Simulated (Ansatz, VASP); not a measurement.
# Cross-check of GeH2 (CdI2 type (invented)) between VASP and Ansatz

Aim: how closely do two programs agree when they are given the same cell, functional and k mesh? The cell is generated by rule, not measured, and may not be a known phase. Of the first pair: The two relaxations start from unlike cells of this crystal (the structure described is Ansatz's start), so only their ends are compared.

Program: Ansatz 0.2.0. Level of theory: plane waves, with VASP 6.6.1 beside it; relaxation of cell and atoms at LDA. Results are calculated unless marked as measured.

### 1. The starting structure

The structure is trigonal, space group P-3m1 (No. 164). Conventional cell: a = 3.012 Å, b = 3.012 Å, c = 5.360 Å, α = 90.00°, β = 90.00°, γ = 120.00°. Ge has 6 H at 2.13 Å nearest. H has 3 Ge at 2.13 Å nearest. Farther neighbours are not listed.

Structure file:

```xyz
3
Lattice="3.0123 0.0000 0.0000 -1.5061 2.6087 0.0000 0.0000 0.0000 5.3595" Properties=species:S:1:pos:R:3 pbc="T T T"
Ge    0.0000    0.0000    0.0000
H     0.0000    1.7391    1.2298
H     1.5061    0.8696    4.1298
```

### 2. VASP: relaxation of cell and atoms, LDA, pair 1

The relaxed volume is the usual yardstick between codes: in a stiff, nearly cubic crystal its relative difference is about their pressure difference at one cell divided by the bulk modulus.

Lines of VASP's logs that name or quote its potential files are left out, and so is its time.

INCAR

```
SYSTEM = GeH2
PREC = Accurate
ENCUT = 500
EDIFF = 1E-07
NELM = 120
ISMEAR = 0
SIGMA = 0.1
LREAL = .FALSE.
ALGO = Normal
GGA = CA
NBANDS = 14
LORBIT = 11
LWAVE = .FALSE.
LCHARG = .FALSE.
ISIF = 3
IBRION = 2
NSW = 80
EDIFFG = -0.005
LASPH = .TRUE.
GGA_COMPAT = .FALSE.
NELMIN = 4
```

POSCAR

```
GeH2
1.0
    3.3021140784      0.0000000526      0.0000000000
   -1.6510564456      2.8597137913      0.0000000000
    0.0000000000      0.0000000000      2.7236035858
Ge H
1 2
Direct
    0.0000000000      0.0000000000      0.0000000000
    0.3333333505      0.6666669222      0.2099844972
    0.6666665092      0.3333334611      0.7900155028
```

KPOINTS

```
Automatic mesh
0
Gamma
9 9 4
0 0 0
```

PAW data sets: Ge_d and H (LDA family, release 64).

Started as:

```console
> mpirun -np 1 vasp_std
```

Numbers of over 12 decimals in the logs are rounded to 6 here.

Output:

```text
[banner, memory and clock lines left out]
running    1 mpi-ranks, on    1 nodes
 distrk:  each k-point on    1 cores,    1 groups
 distr:  one band on    1 cores,    1 groups

 POSCAR found type information on POSCAR GeH
 POSCAR found :  2 types and       3 ions
 LDA part: xc-table for (Slater(with rela. corr.)+CA(PZ))
 , standard interpolation
 POSCAR, INCAR and KPOINTS ok, starting setup
 FFT: planning ... GRIDC
 FFT: planning ... GRID_SOFT
 FFT: planning ... GRID
 WAVECAR not read
 entering main loop
       N       E                     dE             d eps       ncg     rms          rms(c)
DAV:   1     0.663268864458E+02    0.66327E+02   -0.76935E+03  1294   0.266E+03
DAV:   2    -0.399957417762E+01   -0.70326E+02   -0.66067E+02  1288   0.411E+02
DAV:   3    -0.109322328028E+02   -0.69327E+01   -0.68956E+01  1438   0.781E+01
DAV:   4    -0.110425197004E+02   -0.11029E+00   -0.11027E+00  1396   0.103E+01
DAV:   5    -0.110437083587E+02   -0.11887E-02   -0.11887E-02  1462   0.123E+00    0.334E+00
DAV:   6    -0.107982817147E+02    0.24543E+00   -0.12728E-01  1670   0.552E+00    0.158E+00
DAV:   7    -0.107445073824E+02    0.53774E-01   -0.90038E-02  1702   0.229E+00    0.294E-01
DAV:   8    -0.107441008702E+02    0.40651E-03   -0.15450E-02  1522   0.190E+00    0.821E-02
DAV:   9    -0.107440185995E+02    0.82271E-04   -0.34936E-04  1464   0.409E-01    0.431E-02
DAV:  10    -0.107440179590E+02    0.64050E-06   -0.39233E-05  1624   0.116E-01    0.169E-02
DAV:  11    -0.107440183770E+02   -0.41798E-06   -0.17538E-06  1308   0.139E-02    0.249E-03
DAV:  12    -0.107440182971E+02    0.79942E-07   -0.15957E-07  1224   0.808E-03
   1 F= -.10744018E+02 E0= -.10743414E+02  d E =-.107440E+02
[... from here on, the cycles between the ionic steps are left out ...]
   2 F= -.10744078E+02 E0= -.10743469E+02  d E =-.598496E-04
   3 F= -.10744093E+02 E0= -.10743482E+02  d E =-.750884E-04
   4 F= -.10744101E+02 E0= -.10743486E+02  d E =-.830100E-04
   5 F= -.10744102E+02 E0= -.10743488E+02  d E =-.835469E-04
   6 F= -.10744102E+02 E0= -.10743488E+02  d E =-.838355E-04
   7 F= -.10744119E+02 E0= -.10743504E+02  d E =-.169083E-04
   8 F= -.10744123E+02 E0= -.10743507E+02  d E =-.204443E-04
 curvature:  -0.69 expect dE=-0.300E-05 dE for cont linesearch -0.242E-05
 ZBRENT: increasing intervall
 opt :   2.2464  next Energy=   -10.744128 (dE=-0.261E-04)
 bond charge predicted
       N       E                     dE             d eps       ncg     rms          rms(c)
DAV:   1    -0.107441575482E+02   -0.34905E-04   -0.38197E-04  1546   0.352E-01    0.311E-02
DAV:   2    -0.107441365091E+02    0.21039E-04   -0.25874E-05  1578   0.104E-01    0.168E-02
DAV:   3    -0.107441284315E+02    0.80776E-05   -0.11053E-05  1690   0.672E-02    0.292E-03
DAV:   4    -0.107441281695E+02    0.26205E-06   -0.86710E-07  1474   0.186E-02    0.127E-03
DAV:   5    -0.107441281471E+02    0.22388E-07   -0.18133E-08   686   0.225E-03
   9 F= -.10744128E+02 E0= -.10743512E+02  d E =-.260146E-04
 curvature:  -1.63 expect dE=-0.479E-05 dE for cont linesearch -0.202E-05
 trial: gam=-0.04696 g(F)=  0.231E-05 g(S)=  0.635E-06 ort = 0.468E-05 (trialstep = 0.143E+01)
 search vector abs. value=  0.255E-05
 reached required accuracy - stopping structural energy minimisation
```

Parts of OUTCAR (step 2):

```text
ion  position               nearest neighbor table
   1  0.000  0.000  0.000-
   2  0.333  0.667  0.210-
   3  0.667  0.333  0.790-

  LATTYP: Found a hexagonal cell.
 ALAT       =     3.3021140784
 C/A-ratio  =     0.8248060246

 Subroutine GETGRP returns: Found 12 space group operations
 (whereof 12 operations were pure point group operations)

The static configuration has the point symmetry D_3d.

 Found     43 irreducible k-points:

   k-points           NKPTS =     43   k-points in BZ     NKDIM =     43   number of bands    NBANDS=     14

   dimension x,y,z NGX =    24 NGY =   24 NGZ =   20
   dimension x,y,z NGXF=    48 NGYF=   48 NGZF=   40

   ENCUT  =  500.0 eV  36.75 Ry    6.06 a.u.   6.02  6.02  4.97*2*pi/ulx,y,z

   NELECT =      16.0000    total number of electrons

 k-points in reciprocal lattice and weights: Automatic mesh
   0.00000000  0.00000000  0.00000000       0.003
   0.11111111  0.00000000  0.00000000       0.019
   0.22222222  0.00000000  0.00000000       0.019
   0.33333333  0.00000000  0.00000000       0.019
   0.44444444  0.00000000  0.00000000       0.019
   0.11111111  0.11111111  0.00000000       0.019
   0.22222222  0.11111111  0.00000000       0.037
   0.33333333  0.11111111  0.00000000       0.037
   0.44444444  0.11111111  0.00000000       0.019
[...]
0.33333333  0.22222222  0.50000000       0.037
   0.33333333  0.33333333  0.50000000       0.006

 average (electrostatic) potential at core
       1 -75.2463       2 -31.3309       3 -31.3309

 E-fermi :   5.0634

 k-point     1 :       0.0000    0.0000    0.0000
  band No.  band energies     occupation
    ...
      2     -19.9048      2.00000
      3     -19.9048      2.00000
      4     -19.8315      2.00000
      5     -19.8315      2.00000
      6      -8.6404      2.00000
      7       5.5879      0.00000
      8       8.3093      0.00000
      9       8.3231      0.00000
     10       8.3231      0.00000
     11      12.9273      0.00000
    ...

 k-point     2 :       0.1111    0.0000    0.0000
  band No.  band energies     occupation
    ...
      3     -19.9002      2.00000
      4     -19.8331      2.00000
      5     -19.8319      2.00000
      6      -8.4205      2.00000
      7       4.9329      1.93501
      8       5.8077      0.00000
      9       7.8057      0.00000
     10      10.5815      0.00000
     11      12.5378      0.00000
     12      14.6727      0.00000
    ...

 k-point     3 :       0.2222    0.0000    0.0000
  band No.  band energies     occupation
    ...
      4     -19.8371      2.00000
      5     -19.8328      2.00000
      6      -7.7622      2.00000
      7       2.1848      2.00000
      8       5.0576      1.06499
      9       6.8701      0.00000
     10      11.5739      0.00000
     11      13.9150      0.00000
     12      16.1334      0.00000
     13      16.9080      0.00000
    ...

  Total        0.0032847      0.0032847     -0.0042346      0.0000000     -0.0000000      0.0000000
  in kB        0.2045157      0.2045156     -0.2636622      0.0000000     -0.0000000      0.0000000
  external PRESSURE =       0.0484563 kB  Pullay stress =       0.0000000 kB

  energy-cutoff  :      500.00
  volume of cell :       25.73
      direct lattice vectors                 reciprocal lattice vectors
     3.306700250  0.000000054  0.000000000     0.302416281  0.174600112  0.000000000
    -1.653349529  2.863685528  0.000000000    -0.000000006  0.349200351 -0.000000000
    -0.000000000  0.000000000  2.717399358    -0.000000000 -0.000000000  0.367998909

 POSITION                                       TOTAL-FORCE (eV/Angst)
 -----------------------------------------------------------------------------------
     -1.65335      2.86369      0.00000         0.000000     -0.000000      0.000000
      0.00000      1.90912      0.57003         0.000000     -0.000000     -0.004896
      1.65335      0.95456      2.14737        -0.000000      0.000000      0.004896
 -----------------------------------------------------------------------------------
    total drift:                               -0.000002      0.000002      0.000000

  FREE ENERGIE OF THE ION-ELECTRON SYSTEM (eV)
  ---------------------------------------------------
  free  energy   TOTEN  =       -10.7441281471 eV

  energy  without entropy=      -10.7428964451  energy(sigma->0) =      -10.74351230

 reached required accuracy - stopping structural energy minimisation

 total charge
# of ion       s       p       d       tot
------------------------------------------
    1        1.264   0.921  10.074  12.258
    2        0.483   0.013   0.000   0.496
    3        0.483   0.013   0.000   0.496
--------------------------------------------------
tot          2.229   0.947  10.074  13.250

[... 3 further parts left out ...]
```

CONTCAR:

```
GeH2
   1.00000000000000
     3.3067002495979465    0.0000000536974322    0.0000000000000000
    -1.6533495294874094    2.8636855279310147    0.0000000000000000
    -0.0000000000000000    0.0000000000000000    2.7173993580332119
  Ge              H
     1     2
Direct
     0.0000000000000000    1.0000000000000000    0.0000000000000000
     0.3333333504999985    0.6666669222000010    0.2097708363065857
     0.6666665091999988    0.3333334610999970    0.7902291636934144
```

The run keeps the 12 symmetry operations of its start, so it cannot find a distortion of lower symmetry.

### 3. Ansatz: relaxation of cell and atoms, LDA, pair 1

Ansatz runs on its default PAW (the set named soft_2) files.

Its own start cell and the same functional (in two slightly different forms), mesh and smearing now go to Ansatz, which takes its cutoff from its data sets.

input.yaml

```yaml
crystal:
  lattice:
    - [3.012275, 0.0, 0.0]
    - [-1.506137, 2.608706, 0.0]
    - [0.0, 0.0, 5.35951]
  atoms:
    - { symbol: Ge, position: [0.0, 0.0, 0.0] }
    - { symbol: H, position: [0.333333, 0.666667, 0.229453] }
    - { symbol: H, position: [0.666667, 0.333333, 0.770547] }
kpoints:
  mp_grid: { grid: [9, 9, 4] }
hamiltonian:
  xc: lda
scf:
  occupations: { method: gaussian, width: 0.1 }
output:
  forces: true
  stress: true
  eigenvalues: true
relax:
  adjacent_minimum: "off"
  f_tol: 0.05
  max_steps: 80
  cell: { stress_tol: 0.5 }
```

Started as:

```console
> ansatz run input.yaml --threads 2 --pin off --max-ram 5120MiB --backend cpu --events-out ev --progress --plain --runs-dir out
```

Output:

```text
Warning: the atoms were moved onto the symmetric positions of the space group found under crystal.symmetry.tolerance 1.0e-5 (fractional; no operation is sought that the atoms, as they stand in a round, miss by more than twice it, and no atom is moved by as much as it), and the run uses the moved positions. Before a round's move an operation carried an atom to 3.01e-6 Å from where it should land, the largest such dist [...]
The last accepted step is kept in <dir> (removed where the run ends without a failure and the disk answers)
Engine: ansatz 0.2.0, aarch64-unknown-linux-gnu
Pseudopotentials: kind: paw
Pseudopotential: Ge, paw, valence charge 14, recommended cutoff 420 eV (normal), Ge.paw.azcp
Pseudopotential: H, paw, valence charge 1, recommended cutoff 420 eV (normal), H.paw.azcp
Functional definition: SPW92
  exchange = slater_x
  correlation = pw_c
Crystal: 3 atoms, lattice volume = 42.116 Å³
Basis set: ecut = 420 eV, 821 PW (Γ)
Bands: 12, of which v1, the nominal top of the filled ones, is band 8 counted from 1 (7 counted from 0)
Symmetry: 12 space group operations
Space group: P-3m1 (ITA 164), of the structure as read, at distance tolerance 3.5e-5 Å
k-points: 43 of 324
Non-local potential: Ge, projectors of the file, l = 0: 2, l = 1: 2, l = 2: 3, l = 3: 1
Non-local potential: H, projectors of the file, l = 0: 2, l = 1: 1
PAW form: soft (Blöchl's): semilocal exchange-correlation on the pseudo side does not see the compensation charge
PAW frozen core: Ge, regenerated for the run's functional, and the local potential with it (the file was generated under x = pbe(κ = 0.804, μ = 0.219515), c = pbe(β = 0.066725))
PAW one-centre angular grid: Ge, 590 points (default); XC on 64 Gauss nodes
PAW one-centre angular grid: H, 110 points (default); XC on 64 Gauss nodes
Initial density: superposition of atomic densities (neutral atoms: chi_scale 0, normalization atom), corrected by the library's trained network
Initial wavefunctions: pseudopotential atomic-orbital guess
Functional: x = slater, c = lda
SCF iter   1: F=—  HF=-4244.595975 eV  |F-HF|=—  |Δ(HF+E_count)|=         —  Δρ=1.97e-2  dr2=1.89e-1  ethr=1.77e-3  ⟨swp⟩=5.2  Hψ=2738  notcnv=0
[...]
relax step  13: F+E_penalty+E_count = -4245.51852801 eV  Δ(F+E_penalty+E_count) = -1.227e-2 eV  max|allowed force component| = 3.866e-2 eV/Å  Δτ_max = 0.0934 Å  P = -0.229 GPa  Ω = 25.872 Å³  energy of the carried Pulay correction = +9.843e-3 eV  (7 SCF iters, accepted)
[...]
relax step  14: F+E_penalty+E_count = -4245.51974319 eV  Δ(F+E_penalty+E_count) = -1.215e-3 eV  max|allowed force component| = 2.129e-3 eV/Å  Δτ_max = 0.0317 Å  P = -0.242 GPa  Ω = 25.845 Å³  energy of the carried Pulay correction = +9.863e-3 eV  (3 SCF iters, dr2 threshold 3.00e-7 eV, accepted)
[...]
relax step  15: F+E_penalty+E_count = -4245.52242735 eV  Δ(F+E_penalty+E_count) = -2.684e-3 eV  max|allowed force component| = 2.570e-3 eV/Å  Δτ_max = 0.0000 Å  P = -0.050 GPa  Ω = 25.845 Å³  stress off target by 5.84e-1 GPa  SCF on the basis re-selected at this cell (its energy is not comparable with the rows above)  (5 SCF iters)
[...]
relax step  16: F+E_penalty+E_count = -4245.52297847 eV  Δ(F+E_penalty+E_count) = -5.511e-4 eV  max|allowed force component| = 3.966e-4 eV/Å  Δτ_max = 0.0159 Å  P = -0.005 GPa  Ω = 25.737 Å³  energy of the carried Pulay correction = +1.060e-4 eV  (4 SCF iters, dr2 threshold 3.00e-7 eV, accepted)
[...]
relax step  17: F+E_penalty+E_count = -4245.52289353 eV  Δ(F+E_penalty+E_count) = +8.494e-5 eV  max|allowed force component| = 3.491e-4 eV/Å  Δτ_max = 0.0000 Å  P = -0.008 GPa  Ω = 25.737 Å³  stress off target by 1.65e-1 GPa  SCF on the basis re-selected at this cell (its energy is not comparable with the rows above)  (3 SCF iters)
basis re-selected at this cell: Δ(F+E_penalty+E_count) = +8.494e-5 eV, ΔP = -0.003 GPa vs the last step (what re-selecting the basis moved, of the pressure what is left beyond the Pulay correction that the steps carried, after the strain that the cell walked since its last selection, with what the two solves' SCF thresholds leave and, on support functions, any second-order correction that the steps lacked; it is no m [...]
SCF converged after 3 iterations
Free energy (F): -4245.522894 eV
Harris-Foulkes:  -4245.522894 eV  (|F-HF|=4.96e-9)
Internal energy: -4245.521637 eV  (E = F + TS)
E sigma→0 (E₀):  -4245.522265 eV
Entropy (-TS):   -0.001257 eV (-0.419 meV/atom)
Fermi energy:    8.356730 eV
--- Per-component energies (eV) ---
  E_band       = -149.684070
  E_kinetic    = 137.420300
  E_local      = -2328.174679  (includes V_loc(G=0)·N_el)
  E_nonlocal   = 421.216301
  E_hartree    = 1010.021376
  E_xc         = -93.077486
  E_vxc        = -88.363293  (∫ρ·V_xc dr)
  E_paw        = -1938.813500  (= ΣΔE_a)
  E_vpaw       = -311.823897  (= ΣTr[D̂ρ^β])
  E_aug_tail   = -0.001369  (compensation charges beyond the density's cutoff)
  E_ewald      = -1456.020907
  E_core_change = 1.908326  (= ΣΔE_core)
  E_smearing   = -0.001257  (= −TS)
  E_closure    = 0.000000  (closes the sum)
  Σ components = -4245.522894   (vs F -4245.522894, Δ=0.00e0)
--- Forces (eV/Å), atoms counted from 1 ---
  atom   1  Ge     0.00000000     0.00000000     0.00000000
  atom   2  H      0.00000000     0.00000000     0.00034908
  atom   3  H     -0.00000000    -0.00000000    -0.00034908
  max |Σ_I F_I| component: 2.89e-19 eV/Å
--- Stress (GPa, compression-positive) ---
       -0.094320       0.000000      -0.000000
        0.000000      -0.094320       0.000000
       -0.000000       0.000000       0.164529
  P = ⅓ Tr σ = -0.0080 GPa (-0.080 kbar)
--- Band table (eV; the first three rows and the last of 43) ---
  k-point 0: bands = [... 4 lower, -16.5181, -5.3399, 8.9067, 11.5518, 11.5997, 11.5997, 16.2639, 16.9860]
  k-point 1: bands = [... 4 lower, -16.5534, -4.1775, 5.8511, 12.0440, 12.6862, 12.6862, 13.4404, 18.1132]
  k-point 2: bands = [... 4 lower, -16.4980, -1.8323, 1.5697, 12.6977, 14.3631, 14.3631, 14.5869, 20.2793]
  k-point 42: bands = [... 4 lower, -16.4626, 3.3986, 3.9814, 3.9814, 5.8312, 10.4762, 10.4762, 20.9679]
--- Relaxed structure (15 steps of the walk, 14 accepted, 2 SCFs on fresh bases) ---
  F+E_penalty+E_count = -4245.52289353 eV   max|allowed force component| = 3.491e-4 eV/Å   (the final SCF, on the basis selected at the relaxed cell)
  cell:  # Å, volume = 25.7367 Å³
    - [3.309865, -3.1719409759901713e-7, -6.60599370043521e-17]
    - [-1.654932, 2.866427, 0]
    - [-1.1753540372148324e-16, -6.785908195955932e-17, 2.712701]
  atoms:
    - { symbol: Ge, position: [0, 0, -2.1578135264564694e-18] }
    - { symbol: H, position: [0.333333, 0.666667, 0.208406] }
    - { symbol: H, position: [0.666667, 0.333333, 0.791594] }
```

### 4. Comparison

Known differences besides the potentials themselves: the two LDA forms differ slightly; the cutoff is 420 eV in Ansatz and 500 eV in VASP; VASP's log shows a relativistic correction to its local exchange, Ansatz's none; Ansatz adds a Pulay correction to the stress that steers its cell, VASP none. Total energies have different zeros and are not compared.

Both answers:

```
                                         quantity  Ansatz   VASP  difference
                                      volume (Å³)   25.74  25.73     +0.02 %
edge a after relaxation, in the typed setting (Å)   3.310  3.307     +0.10 %
edge c after relaxation, in the typed setting (Å)   2.713  2.717     -0.17 %
```

(Part 1 of 2 ends here.)

[Lines on the potential files, build, host, timing and source positions are cut from VASP's logs without a mark.]

[Logs are printed without paths, hosts, clocks, repeated set-up lines and the standing remarks that a program may print on its own settings, such as how far it seeks lower states.]

[Hosts, paths, dates, database ids (printed as entryN), source tags and the programs' standing remarks are cut or masked in the printed files.]
